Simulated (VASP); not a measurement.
Energy against volume of Al (fcc). Computed with r2SCAN meta-GGA, VASP's PBE PAW potentials (set 64) (plane waves; VASP). Numerical set-up: 520 eV cut-off, 16×16×16 Γ-centred mesh, first-order Methfessel-Paxton smearing of 0.10 eV, potentials Al.

```json
[
 {"V (Å³/atom)": "15.316", "E (eV/atom)": "-6.73788"},
 {"V (Å³/atom)": "15.789", "E (eV/atom)": "-6.74363"},
 {"V (Å³/atom)": "16.263", "E (eV/atom)": "-6.74096"},
 {"V (Å³/atom)": "16.737", "E (eV/atom)": "-6.73122"}
]
```

Question: Fit these four points and predict the energy of the run at 14.842 Å³/atom.

Answer: A cubic in V^(−2/3), the third-order Birch-Murnaghan form, passes through the four points with V0 = 15.86 Å³/atom and B0 = 93 GPa, and gives -6.7220 eV/atom there. The run gave -6.7220 eV/atom, +0.0 meV/atom from the fit; all five points give B0 = 93 GPa.

The compound is Al in the fcc structure. It was relaxed first.
